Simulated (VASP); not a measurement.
Runs of VASP 6.6.1 on CeZn2Ni. The structure is tetragonal, space group P4/mmm (No. 123). The conventional cell has a = 3.864 Å, b = 3.864 Å, c = 4.919 Å, α = 90.00°, β = 90.00°, γ = 90.00°. Ce (site symmetry 4/mmm) has 4 Ni at 2.73 Å and 8 Zn at 3.13 Å as nearest neighbours. Zn (site symmetry mmm) is surrounded by 4 Zn at 2.73 Å and 4 Ce at 3.13 Å and 4 Ni at 3.13 Å. Ni (site symmetry 4/mmm) is surrounded by 4 Ce at 2.73 Å and 8 Zn at 3.13 Å. The cell comes from a database or a generator and needn't be the stable form of this composition.

```tsv
level	potentials or basis	moment (μB)
BLYP	VASP PAW PBE potentials, release 64 (Ce, Zn, Ni)	(b)
PBEsol	VASP PAW PBE potentials, release 64 (Ce, Zn, Ni)	0.03
revPBE	VASP PAW PBE potentials, release 64 (Ce, Zn, Ni)	0.01
PW91	VASP PAW PBE potentials, release 64 (Ce, Zn, Ni)	0.28
AM05	VASP PAW PBE potentials, release 64 (Ce, Zn, Ni)	0.10
LDA	VASP PAW LDA potentials, release 64 (Ce, Zn, Ni)	0.25
SCAN	VASP PAW PBE potentials, release 64 (Ce, Zn, Ni)	(a)
RPBE	VASP PAW PBE potentials, release 64 (Ce, Zn, Ni)	0.03
```

Alike in all rows: task band structure; spin collinear, ferromagnetic start; cell as given; k mesh 5 × 5 × 5; cutoff (eV) 520; smearing fermi-dirac 0.05 eV.

Problem. Estimate the missing entries.

Solution. (a) 0.00; (b) 0.37.

Caveats: the magnetic or orbital state may not be the lowest.

Runs at the PBE level aren't shown here.
